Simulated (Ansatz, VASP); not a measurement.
## SrTiO3 (Tausonite) in two plane-wave programs

One calculation is typed for both programs; each brings its own data sets. How far apart do they land? The cell is taken from a series of runs on this material, whose earlier steps may have relaxed, scaled, displaced or heated it; both programs get it as it stands.

Method: plane waves, with VASP 6.6.1 beside it; single point at PBEsol, single point at r2SCAN and dielectric response at PBEsol, in Ansatz 0.2.0.

### 1. Starting point

The structure is cubic, space group Pm-3m (No. 221). The conventional cell has a = 3.892 Å, b = 3.892 Å, c = 3.892 Å, α = 90.00°, β = 90.00°, γ = 90.00°. Sr has 12 O at 2.75 Å nearest. Nearest to Ti lie 6 O at 1.95 Å. O has 2 Ti at 1.95 Å and 4 Sr at 2.75 Å nearest. Farther neighbours and most contacts between anions are not listed.

### 2. VASP: single point, PBEsol

A single point gives forces, pressure and levels at one fixed geometry, so differences don't come from the geometry; what else differs is listed under the comparison.

Lines of VASP's logs that name or quote its potential files are left out, and so is its time.

Contents of INCAR:

```
SYSTEM = SrTiO3
PREC = Accurate
ENCUT = 520
EDIFF = 1E-06
NELM = 120
ISMEAR = 0
SIGMA = 0.01
LREAL = .FALSE.
ALGO = Normal
GGA = PS
NBANDS = 26
LASPH = .TRUE.
LORBIT = 11
LWAVE = .FALSE.
LCHARG = .FALSE.
ISIF = 2
GGA_COMPAT = .FALSE.
EFERMI = MIDGAP
KPAR = 2
```

Contents of POSCAR:

```
SrTiO3
1.0
    3.8916952985      0.0000000000      0.0000000000
    0.0000000000      3.8916952985      0.0000000000
    0.0000000000      0.0000000000      3.8916952985
Sr Ti O
1 1 3
Direct
    0.5000000000      0.5000000000      0.5000000000
    0.0000000000      0.0000000000      0.0000000000
    0.5000000000      0.0000000000      0.0000000000
    0.0000000000      0.5000000000      0.0000000000
    0.0000000000      0.0000000000      0.5000000000
```

Contents of KPOINTS:

```
Automatic mesh
0
Gamma
6 6 6
0 0 0
```

The projector-augmented-wave data sets are Sr_sv, Ti_sv and O (PBE family, release 64).

The run is started by

```console
$ mpirun -np 2 vasp_std
```

Numbers of over 12 decimals in the logs are rounded to 6 here.

The log of the run:

```text
[banner, memory and clock lines left out]
running    2 mpi-ranks, on    1 nodes
 distrk:  each k-point on    1 cores,    2 groups
 distr:  one band on    1 cores,    1 groups

 POSCAR found type information on POSCAR SrTiO
 POSCAR found :  3 types and       5 ions
|                                                                             |
|               ----> ADVICE to this user running VASP <----                  |
|                                                                             |
|     You enforced a specific xc type in the INCAR file but a different       |
|     [... a line on the potential file left out ...]
|     I HOPE YOU KNOW WHAT YOU ARE DOING!                                     |
|                                                                             |

 LDA part: xc-table for (Slater+PW92), standard interpolation
 POSCAR, INCAR and KPOINTS ok, starting setup
 FFT: planning ... GRIDC
 FFT: planning ... GRID_SOFT
 FFT: planning ... GRID
 WAVECAR not read
 entering main loop
       N       E                     dE             d eps       ncg     rms          rms(c)
DAV:   1     0.424224171378E+03    0.42422E+03   -0.21150E+04  1040   0.166E+03
DAV:   2    -0.117117435923E+02   -0.43594E+03   -0.42283E+03  1246   0.447E+02
DAV:   3    -0.492588384697E+02   -0.37547E+02   -0.37363E+02  1184   0.136E+02
DAV:   4    -0.515665670993E+02   -0.23077E+01   -0.23048E+01  1796   0.283E+01
DAV:   5    -0.516125524015E+02   -0.45985E-01   -0.45959E-01  1394   0.335E+00    0.272E+01
DAV:   6    -0.420610010980E+02    0.95516E+01   -0.55209E+01  1518   0.684E+01    0.160E+01
DAV:   7    -0.420934680767E+02   -0.32467E-01   -0.75419E+00  1358   0.204E+01    0.112E+01
DAV:   8    -0.421214188677E+02   -0.27951E-01   -0.19034E+00  1346   0.144E+01    0.319E+00
DAV:   9    -0.420227455717E+02    0.98673E-01   -0.45259E-01  1306   0.698E+00    0.103E+00
DAV:  10    -0.420272581621E+02   -0.45126E-02   -0.15672E-01  1272   0.253E+00    0.978E-01
DAV:  11    -0.420152538345E+02    0.12004E-01   -0.45886E-02  1590   0.197E+00    0.189E-01
DAV:  12    -0.420150989850E+02    0.15485E-03   -0.27434E-03  1232   0.451E-01    0.939E-02
DAV:  13    -0.420150978969E+02    0.10881E-05   -0.58688E-04  1728   0.214E-01    0.479E-02
DAV:  14    -0.420150981018E+02   -0.20492E-06   -0.11493E-04  1362   0.133E-01    0.246E-02
DAV:  15    -0.420150936934E+02    0.44085E-05   -0.51416E-05  1420   0.685E-02    0.199E-02
DAV:  16    -0.420150924059E+02    0.12875E-05   -0.88636E-06  1216   0.364E-02    0.385E-03
DAV:  17    -0.420150923888E+02    0.17125E-07   -0.54959E-07   882   0.790E-03
   1 F= -.42015092E+02 E0= -.42015092E+02  d E =0.000000E+00
```

OUTCAR, selected parts (step 2):

```text
ion  position               nearest neighbor table
   1  0.500  0.500  0.500-   3 2.75   4 2.75   5 2.75   3 2.75   4 2.75   3 2.75   5 2.75   3 2.75
                             4 2.75   5 2.75   4 2.75   5 2.75   2 3.37   2 3.37   2 3.37   2 3.37
   2  0.000  0.000  0.000-   3 1.95   4 1.95   5 1.95   5 1.95   4 1.95   3 1.95   1 3.37   1 3.37
                             1 3.37   1 3.37   1 3.37   1 3.37   1 3.37   1 3.37
   3  0.500  0.000  0.000-   2 1.95   2 1.95   1 2.75   1 2.75   1 2.75   1 2.75
   4  0.000  0.500  0.000-   2 1.95   2 1.95   1 2.75   1 2.75   1 2.75   1 2.75
   5  0.000  0.000  0.500-   2 1.95   2 1.95   1 2.75   1 2.75   1 2.75   1 2.75

  LATTYP: Found a simple cubic cell.
 ALAT       =     3.8916952985

 Subroutine GETGRP returns: Found 48 space group operations
 (whereof 48 operations were pure point group operations)

The static configuration has the point symmetry O_h .

 Found     20 irreducible k-points:

   k-points           NKPTS =     20   k-points in BZ     NKDIM =     20   number of bands    NBANDS=     26

   dimension x,y,z NGX =    30 NGY =   30 NGZ =   30
   dimension x,y,z NGXF=    60 NGYF=   60 NGZF=   60

   ENCUT  =  520.0 eV  38.22 Ry    6.18 a.u.   7.24  7.24  7.24*2*pi/ulx,y,z

   NELECT =      40.0000    total number of electrons

 k-points in reciprocal lattice and weights: Automatic mesh
   0.00000000  0.00000000  0.00000000       0.005
   0.16666667  0.00000000  0.00000000       0.028
   0.33333333  0.00000000  0.00000000       0.028
   0.50000000  0.00000000  0.00000000       0.014
   0.16666667  0.16666667  0.00000000       0.056
   0.33333333  0.16666667  0.00000000       0.111
   0.50000000  0.16666667  0.00000000       0.056
   0.33333333  0.33333333  0.00000000       0.056
   0.50000000  0.33333333  0.00000000       0.056
[...]
0.50000000  0.50000000  0.33333333       0.028
   0.50000000  0.50000000  0.50000000       0.005

 average (electrostatic) potential at core
       1 -34.2042       2 -76.1345       3 -69.4288       4 -69.4288       5 -69.4288

 E-fermi :   5.0191

 k-point     1 :       0.0000    0.0000    0.0000
  band No.  band energies     occupation
    ...
     16       2.9058      2.00000
     17       2.9058      2.00000
     18       3.7574      2.00000
     19       3.7574      2.00000
     20       3.7574      2.00000
     21       5.9281      0.00000
     22       5.9281      0.00000
     23       5.9281      0.00000
     24       8.5155      0.00000
     25       8.5155      0.00000
    ...

 k-point     2 :       0.1667    0.0000    0.0000
  band No.  band energies     occupation
    ...
     16       2.5516      2.00000
     17       2.6599      2.00000
     18       2.9808      2.00000
     19       3.6039      2.00000
     20       3.6039      2.00000
     21       5.9720      0.00000
     22       6.5294      0.00000
     23       6.5294      0.00000
     24       8.5245      0.00000
     25       9.2635      0.00000
    ...

 k-point     3 :       0.3333    0.0000    0.0000
  band No.  band energies     occupation
    ...
     16       1.9628      2.00000
     17       1.9628      2.00000
     18       2.2343      2.00000
     19       3.4344      2.00000
     20       3.4344      2.00000
     21       6.0633      0.00000
     22       7.5000      0.00000
     23       7.5000      0.00000
     24       8.5334      0.00000
     25      10.3173      0.00000
    ...

  Total        0.2237722      0.2237722      0.2237722     -0.0000000     -0.0000000      0.0000000
  in kB        6.0827537      6.0827537      6.0827537     -0.0000000     -0.0000000      0.0000000
  external PRESSURE =       6.0827537 kB  Pullay stress =       0.0000000 kB

  energy-cutoff  :      520.00
  volume of cell :       58.94
      direct lattice vectors                 reciprocal lattice vectors
     3.891695299  0.000000000  0.000000000     0.256957424  0.000000000  0.000000000
     0.000000000  3.891695299  0.000000000     0.000000000  0.256957424  0.000000000
     0.000000000  0.000000000  3.891695299     0.000000000  0.000000000  0.256957424

 POSITION                                       TOTAL-FORCE (eV/Angst)
 -----------------------------------------------------------------------------------
      1.94585      1.94585      1.94585         0.000000      0.000000      0.000000
      0.00000      0.00000      0.00000         0.000000      0.000000      0.000000
      1.94585      0.00000      0.00000         0.000000      0.000000      0.000000
      0.00000      1.94585      0.00000         0.000000      0.000000      0.000000
      0.00000      0.00000      1.94585         0.000000      0.000000      0.000000
 -----------------------------------------------------------------------------------
    total drift:                                0.000000     -0.000000      0.000000

  FREE ENERGIE OF THE ION-ELECTRON SYSTEM (eV)
  ---------------------------------------------------
  free  energy   TOTEN  =       -42.0150923888 eV

  energy  without entropy=      -42.0150923888  energy(sigma->0) =      -42.01509239

 total charge
# of ion       s       p       d       tot
------------------------------------------
    1        1.998   5.762   0.209   7.969
    2        2.237   6.334   1.786  10.357
    3        1.560   3.477   0.000   5.037
    4        1.560   3.477   0.000   5.037
    5        1.560   3.477   0.000   5.037
--------------------------------------------------
tot          8.915  22.528   1.995  33.437

[... 3 further parts left out ...]
```

This run has no spin polarisation, so a moment on Ti, if there is one, isn't seen.

### 3. Ansatz: single point, PBEsol

Ansatz runs on its PAW soft_1 files.

The same cell, functional and mesh now go to Ansatz, which takes its cutoff from its data sets.

Contents of input.yaml:

```yaml
crystal:
  lattice:
    - [3.8916952985, 0.0, 0.0]
    - [0.0, 3.8916952985, 0.0]
    - [0.0, 0.0, 3.8916952985]
  atoms:
    - { symbol: Sr, position: [0.5, 0.5, 0.5] }
    - { symbol: Ti, position: [0.0, 0.0, 0.0] }
    - { symbol: O, position: [0.5, 0.0, 0.0] }
    - { symbol: O, position: [0.0, 0.5, 0.0] }
    - { symbol: O, position: [0.0, 0.0, 0.5] }
kpoints:
  mp_grid: { grid: [6, 6, 6] }
  band_path:
    path:
      - [[0.0, 0.0, 0.0], [0.0, 0.5, 0.0], [0.5, 0.5, 0.0], [0.0, 0.0, 0.0], [0.5, 0.5, 0.5], [0.0, 0.5, 0.0]]
      - [[0.5, 0.5, 0.0], [0.5, 0.5, 0.5]]
    npoints: 10
scf:
  occupations: { method: fixed }
  n_extra_bands: 9
hamiltonian:
  xc: pbesol
  pseudopotentials: { kind: paw, azcp: { folder: soft_1 }, xc_functional: pbe }
output:
  optics:
    e_range: [0, 14]
    de: 0.025
    sigma: 0.1
    nscf_kmesh: { grid: [8, 8, 8] }
    kdotp_interpolation: "on"
    bands: { spectra_wanted_up_to: 14 }
  write_bands: true
```

The run is started by

```console
$ ansatz run input.yaml --threads 4 --pin off --max-ram 8192MiB --backend cpu --events-out ev --progress --plain --runs-dir out
```

The log of the run:

```text
scf.n_extra_bands = 9 over 20 filled bands (N_el = 40.0): the run solves 29 bands
Engine: ansatz 0.2.0, x86_64-unknown-linux-gnu
Pseudopotentials: kind: paw
Pseudopotential: Sr, paw, valence charge 10, recommended cutoff 420 eV (normal), soft_1/Sr.paw.azcp
Pseudopotential: Ti, paw, valence charge 12, recommended cutoff 420 eV (normal), soft_1/Ti.paw.azcp
Pseudopotential: O, paw, valence charge 6, recommended cutoff 420 eV (normal), soft_1/O.paw.azcp
Functional definition: PBEsol
  exchange = pbesol_x
  correlation = pbesol_c
Crystal: 5 atoms, lattice volume = 58.941 Å³
Basis set: ecut = 420 eV, 1189 PW (Γ)
Bands: 29, of which v1, the nominal top of the filled ones, is band 20 counted from 1 (19 counted from 0)
Symmetry: 48 space group operations
Space group: Pm-3m (ITA 221), of the structure as read, at distance tolerance 3.9e-5 Å
k-points: 20 of 216
Non-local potential: Sr, projectors of the file, l = 0: 3, l = 1: 2, l = 2: 2
Non-local potential: Ti, projectors of the file, l = 0: 3, l = 1: 2, l = 2: 3, l = 3: 1
Non-local potential: O, projectors of the file, l = 0: 2, l = 1: 2, l = 2: 1
PAW form: soft (Blöchl's): semilocal exchange-correlation on the pseudo side does not see the compensation charge
PAW frozen core: Sr, regenerated for the run's functional, and the local potential with it (the file was generated under x = pbe(κ = 0.804, μ = 0.219515), c = pbe(β = 0.066725))
PAW frozen core: Ti, regenerated for the run's functional, and the local potential with it (the file was generated under x = pbe(κ = 0.804, μ = 0.219515), c = pbe(β = 0.066725))
PAW frozen core: O, regenerated for the run's functional, and the local potential with it (the file was generated under x = pbe(κ = 0.804, μ = 0.219515), c = pbe(β = 0.066725))
PAW one-centre angular grid: Sr, 110 points (default); XC on 64 Gauss nodes
PAW one-centre angular grid: Ti, 590 points (default); XC on 64 Gauss nodes
PAW one-centre angular grid: O, 110 points (default); XC on 64 Gauss nodes
Initial density: superposition of atomic densities (chi_scale 0.1, normalization cell, long waves kept (reshape's long-wave potential 0.00 eV rms))
Initial wavefunctions: pseudopotential atomic-orbital guess
Functional: x = pbesol(κ = 0.804, μ = 0.123457), c = pbesol(β = 0.046)
SCF iter   1: F=—  HF=-7657.491601 eV  |F-HF|=—  |Δ(HF+E_count)|=         —  Δρ=5.24e-2  dr2=1.36e0  ethr=3.10e-3  ⟨swp⟩=4.3  Hψ=2327  notcnv=0  defer=115
preconditioner: auto → Resta (q_TF=auto, 2.558 Å⁻¹)  ε∞=4.6  [insulator: Δε(μ)=2.033 eV  Ē_g=14.060 eV  n_scr=18 (ndim 8)  ℏωp=26.5 eV  f_vac=0.000  ε∞_Penn≈4.6]
SCF iter   2: F=—  HF=-7657.301256 eV  |F-HF|=—  |Δ(HF+E_count)|=   1.90e-1  Δρ=2.58e-2  dr2=3.66e-1  ethr=3.10e-3  ⟨swp⟩=2.0  Hψ=818  notcnv=0  defer=105
SCF iter   3: F=—  HF=-7657.267110 eV  |F-HF|=—  |Δ(HF+E_count)|=   3.41e-2  Δρ=6.15e-3  dr2=1.43e-2  ethr=9.14e-4  ⟨swp⟩=2.0  Hψ=932  notcnv=0  defer=122
SCF iter   4: F=—  HF=-7657.272765 eV  |F-HF|=—  |Δ(HF+E_count)|=   5.66e-3  Δρ=3.00e-3  dr2=4.32e-3  ethr=3.58e-5  ⟨swp⟩=2.0  Hψ=813  notcnv=0  defer=132
SCF iter   5: F=—  HF=-7657.273454 eV  |F-HF|=—  |Δ(HF+E_count)|=   6.89e-4  Δρ=2.78e-3  dr2=4.41e-3  ethr=1.08e-5  ⟨swp⟩=2.6  Hψ=879  notcnv=0  defer=129
SCF iter   6: F=—  HF=-7657.272811 eV  |F-HF|=—  |Δ(HF+E_count)|=   6.43e-4  Δρ=9.75e-4  dr2=5.32e-4  ethr=1.08e-5  ⟨swp⟩=2.0  Hψ=679  notcnv=0  defer=132
SCF iter   7: F=—  HF=-7657.272754 eV  |F-HF|=—  |Δ(HF+E_count)|=   5.69e-5  Δρ=2.48e-4  dr2=3.58e-5  ethr=1.33e-6  ⟨swp⟩=2.0  Hψ=678  notcnv=0  defer=128
SCF iter   8: F=—  HF=-7657.272763 eV  |F-HF|=—  |Δ(HF+E_count)|=   8.65e-6  Δρ=1.61e-5  dr2=1.83e-7  ethr=8.94e-8  ⟨swp⟩=2.2  Hψ=662  notcnv=0  defer=76
SCF iter   9: F=—  HF=-7657.272761 eV  |F-HF|=—  |Δ(HF+E_count)|=   2.22e-6  Δρ=2.85e-6  dr2=4.33e-9  ethr=4.57e-10  ⟨swp⟩=2.9  Hψ=977  notcnv=0  defer=73
SCF iter  10: F=—  HF=-7657.272761 eV  |F-HF|=—  |Δ(HF+E_count)|=  2.56e-10  Δρ=2.37e-7  dr2=3.57e-11  ethr=1.08e-11  ⟨swp⟩=2.4  Hψ=798  notcnv=0  defer=73
SCF iter  11: F=-7657.272761 eV  HF=-7657.272761 eV  |F-HF|=3.64e-12  |Δ(HF+E_count)|=  3.64e-12  Δρ=4.79e-8  dr2=8.65e-13  ethr=1.00e-12  ⟨swp⟩=11.0  Hψ=2812  notcnv=0
SCF 1 converged in 11 iterations: F = -7657.272761 eV  dr2 = 8.65e-13
  greatest PAW one-centre occupation: 0.998 electrons in one spin orbital (limit 2), on the Ti atom at site 1 (counted from 0), in its partial waves of l = 0
NSCF: frozen V_eff on 62 k-points
NSCF: frozen V_eff on 35 k-points
output.optics: what the bands over the 43 summed would add to eps1, eps2 and the energy-loss function is held between a lower and an upper bound (9 Lanczos steps). eps1, eps2 and their loss function (loss_summed_bands) are given on every row as the summed bands alone make them. Along an axis, on a row where the two bounds hold the loss function to about 1 % of the greater of itself and 0.5 % of |1/eps|, its cell (loss_completed) is given, with the completed eps1 and eps2 that it is formed of (a cell that is left empty reads nan in the table and null in the record). The two bounds hold it so along every axis on all 561 rows up to 14.000 eV. [rest of the remark cut]
SCF converged after 11 iterations
Free energy (F): -7657.272761 eV
Harris-Foulkes:  -7657.272761 eV  (|F-HF|=3.64e-12)
Internal energy: -7657.272761 eV  (E = F + TS)
E sigma→0 (E₀):  -7657.272761 eV
Fermi energy:    9.967515 eV
--- Per-component energies (eV) ---
  E_band       = -203.448043
  E_kinetic    = 1019.957347
  E_local      = -2439.285103  (includes V_loc(G=0)·N_el)
  E_nonlocal   = 450.531134
  E_hartree    = 842.601173
  E_xc         = -504.773676
  E_vxc        = -577.474944  (∫ρ·V_xc dr)
  E_paw        = -4125.498647  (= ΣΔE_a)
  E_vpaw       = -342.381139  (= ΣTr[D̂ρ^β])
  E_aug_tail   = 0.002272  (compensation charges beyond the density's cutoff)
  E_ewald      = -2901.186857
  E_core_change = 0.379596  (= ΣΔE_core)
  E_smearing   = -0.000000  (= −TS)
  E_closure    = 0.000000  (closes the sum)
  Σ components = -7657.272761   (vs F -7657.272761, Δ=0.00e0)
--- Band table (eV; the first three rows and the last of 20) ---
  k-point 0: bands = [... 16 lower, 8.7648, 9.6330, 9.6330, 9.6330, 11.8227, 11.8227, 11.8227, 14.4205, ... 5 higher]
  k-point 1: bands = [... 16 lower, 8.5248, 8.8554, 9.4791, 9.4791, 11.8654, 12.4208, 12.4208, 14.4290, ... 5 higher]
  k-point 2: bands = [... 16 lower, 7.8287, 8.1068, 9.3095, 9.3095, 11.9544, 13.3885, 13.3885, 14.4374, ... 5 higher]
  k-point 19: bands = [... 16 lower, 6.1728, 9.9675, 9.9675, 9.9675, 14.5296, 14.5296, 14.5296, 16.9086, ... 5 higher]
```

### 4. Differences

Known differences besides the potentials themselves: fixed occupations in Ansatz, narrow Gaussian smearing in VASP; the cutoff is 420 eV in Ansatz and 520 eV in VASP; Ansatz makes its cores anew for this functional, VASP keeps those of its PBE data sets. Total energies have different zeros and are not compared.

Compared:

```
              quantity  Ansatz   VASP  difference
gap on the k mesh (eV)   1.855  1.818      +0.037
```

A gap on the mesh is an upper bound, since the band edges may lie between its points.

[end of part 1 of 2]

[Lines on the potential files, build, host, timing and source positions are cut from VASP's logs without a mark.]

[Logs are printed without paths, hosts, clocks, repeated set-up lines and the standing remarks that a program may print on its own settings, such as how far it seeks lower states.]

[Hosts, paths, dates, database ids (printed as entryN), source tags and the programs' standing remarks are cut or masked in the printed files.]
